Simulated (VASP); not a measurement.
Write the native input for VASP 6.6.1 that does the following.

* Task: relaxation of cell and atoms
* Functional: PBE
* Potentials or basis: VASP PAW PBE potentials, release 64 (Nb_sv, W_sv, S)
* Cutoff: 520 eV
* k mesh: 10 × 10 × 4
* Occupations: gaussian, width 0.1 eV
* Spin: no spin polarisation
* Further INCAR settings: ALGO = Normal; EDIFF = 1e-07; IBRION = 2; POTIM = 0.3; EDIFFG = -0.005; NSW = 60; ISIF = 3

The structure of NbWS4 lies in POSCAR:

```
NbWS4                                   
1.0
    3.2639666858      0.0000000000      0.0000000000
   -1.6319833479      2.8266780676     -0.0000000000
    0.0000000000     -0.0000000000     13.7617395339
  Nb              W               S             
     1     1     4
Direct
     0.0000000000000000    0.0000000000000000    0.0000000000000000
     0.0000000000000000    0.0000000000000000    0.5000000000000000
     0.3333333300000021    0.6666666699999979    0.8845343240321307
     0.3333333300000021    0.6666666699999979    0.1154656759678690
     0.6666666699999979    0.3333333300000021    0.6121498741283239
     0.6666666699999979    0.3333333300000021    0.3878501258716762
```

The cell was built by a generator and needn't be a form met in nature.

The input as run:

INCAR

```
SYSTEM = NbWS4
ALGO = Normal
EDIFF = 1E-7
EDIFFG = -0.005
ENCUT = 520
GGA = PE
IBRION = 2
ISIF = 3
ISMEAR = 0
KPAR = 4
LASPH = .True.
LCHARG = .False.
LREAL = .False.
LWAVE = .False.
NELM = 120
NSW = 60
POTIM = 0.3
PREC = Accurate
SIGMA = 0.1
```

KPOINTS

```
k-points
0
Gamma
  10 10 4
  0 0 0
```

Potentials or basis: VASP PAW PBE potentials, release 64 (Nb_sv, W_sv, S).

The run is started by

```sh
$ cat potpaw_PBE.64/Nb_sv/POTCAR potpaw_PBE.64/W_sv/POTCAR potpaw_PBE.64/S/POTCAR > POTCAR
$ mpirun -np 4 vasp_std > vasp.out
```

It gave:

The pressure after relaxing is 0.0 GPa. The band gap on the k mesh is none (metal or under the smearing width).

Caveat: the relaxation stopped at its first step, so nothing moved; this functional lacks dispersion, which binds the layers, so the pressure and a relaxed spacing across them are unreliable.

It took 120 s on 4 MPI ranks on Intel(R) Xeon(R) Platinum 8375C CPU @ 2.90GHz (Ice Lake), on a shared host, peak memory 0.33 GiB a rank.
